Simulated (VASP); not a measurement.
Here is a VASP 6.6.1 calculation.

Contents of POSCAR:

```
Pt2F
1.0
    0.0000000000      2.8524300000      2.8524300000
    2.8524300000      0.0000000000      2.8524300000
    2.8524300000      2.8524300000      0.0000000000
Pt F
2 1
Direct
    0.2500000000      0.2500000000      0.2500000000
    0.7500000000      0.7500000000      0.7500000000
    0.0000000000      0.0000000000      0.0000000000
```

The input INCAR.step1:

```
ALGO = Normal
EDIFF = 1E-5
ENCUT = 520
GGA = PE
ISIF = 2
ISMEAR = -1
LASPH = T
LCHARG = F
LREAL = F
LWAVE = T
NBANDS = 20
NELM = 60
PREC = Accurate
SIGMA = 0.05
```

INCAR.step2

```
AEXX = 0.25
ALGO = Normal
EDIFF = 1E-5
ENCUT = 520
GGA = PE
HFSCREEN = 0.1
ISIF = 2
ISMEAR = -1
ISTART = 1
LASPH = T
LCHARG = F
LHFCALC = T
LREAL = F
LWAVE = F
NBANDS = 20
NELM = 60
PREC = Accurate
PRECFOCK = Fast
SIGMA = 0.05
```

The input KPOINTS:

```
k-points
0
Gamma
  4 4 4
```

Potentials or basis: VASP PAW PBE potentials, release 64 (Pt, F).

Run with:

```bash
$ cat potpaw_PBE.64/Pt/POTCAR potpaw_PBE.64/F/POTCAR > POTCAR
$ cp INCAR.step1 INCAR
$ mpirun -np 1 vasp_std > vasp.out
$ cp INCAR.step2 INCAR
$ mpirun -np 1 vasp_std > vasp.out
```

**Question.** What does it give for the band gap on the k mesh?

**Answer.** None (metal or under the smearing width).

**Question.** Predict the pressure.

**Answer.** -3.4 GPa.

Caveat: the k mesh is coarse (spacing up to 0.48 Å⁻¹), so the values aren't converged, least of all with exact exchange; the PAW data sets were made with another functional, which shifts forces and pressure a little; an odd number of electrons without spin polarisation forces a metal; a magnetic or distorted state may lie lower. Spin-orbit coupling is left out, which matters for the levels of Pt.
